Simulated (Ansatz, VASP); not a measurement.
## Two plane-wave programs on Tl3SI

File INCAR:

```
SYSTEM = Tl3SI
PREC = Accurate ; ENCUT = 520
EDIFF = 1E-6 ; ISMEAR = 0
SIGMA = 0.05 ; LREAL = .FALSE.
LASPH = .TRUE. ; NELM = 100
ALGO = Fast ; ISIF = 2
LWAVE = .FALSE. ; LCHARG = .FALSE.
GGA = PE ; NBANDS = 34
```

File KPOINTS:

```
regular mesh
0
G
  4 4 4
  0 0 0
```

POSCAR

```
Tl3SI
1.0
    7.3284714041      0.0000000000      0.0000000000
    0.0000000000      7.3284714041      0.0000000000
    0.0000000000      0.0000000000      7.3284714041
S I Tl
1 1 3
Direct
    0.0000000000      0.0000000000      0.0000000000
    0.5000000000      0.5000000000      0.5000000000
    0.5000000000      0.5000000000      0.0000000000
    0.5000000000      0.0000000000      0.5000000000
    0.0000000000      0.5000000000      0.5000000000
```

Input for Ansatz:

```yaml
crystal:
  lattice:
    - [7.3284714041, 0.0, 0.0]
    - [0.0, 7.3284714041, 0.0]
    - [0.0, 0.0, 7.3284714041]
  atoms:
    - { symbol: S, position: [0.0, 0.0, 0.0] }
    - { symbol: I, position: [0.5, 0.5, 0.5] }
    - { symbol: Tl, position: [0.5, 0.5, 0.0] }
    - { symbol: Tl, position: [0.5, 0.0, 0.5] }
    - { symbol: Tl, position: [0.0, 0.5, 0.5] }
basis:
  ecutwfc: 420
kpoints:
  mp_grid: { grid: [4, 4, 4] }
hamiltonian:
  xc: pbe
scf:
  occupations: { method: gaussian, width: 0.05 }
output:
  forces: true
  stress: true
  eigenvalues: true
```

The cell comes from a database or a generator and needn't be the stable form of this composition.

Alike in both runs: task single point; functional PBE; k mesh 4 × 4 × 4; occupations gaussian, width 0.05 eV; no spin polarisation.

```csv
,VASP,Ansatz
version,VASP 6.6.1,Ansatz 0.2.0
potentials or method,"VASP PAW PBE potentials, release 64 (S, I, Tl_d)","scalar-relativistic, plane waves, PAW"
plane-wave cutoff (eV),520,420
valence electrons in the cell,52,62
```

Ansatz gave:

```
gap on the k mesh at the Fermi level (eV) : 0.11
least direct gap on the mesh (eV)         : 0.11
pressure (GPa)                            : -1.7
```

Estimate VASP's values.

gap on the k mesh at the Fermi level (eV): 0.11; least direct gap on the mesh (eV): 0.11; pressure (GPa): -1.8.

The functional is the same, so the differences come from potentials, cutoffs and numerics. The two sets of potentials don't hold the same shells in valence.

Caveats: spin-orbit coupling is left out, which as a rule narrows the gap of such compounds by several tenths of an eV. A k mesh can miss the band edges. PBE gaps usually lie below the measured ones, often by a third to a half.
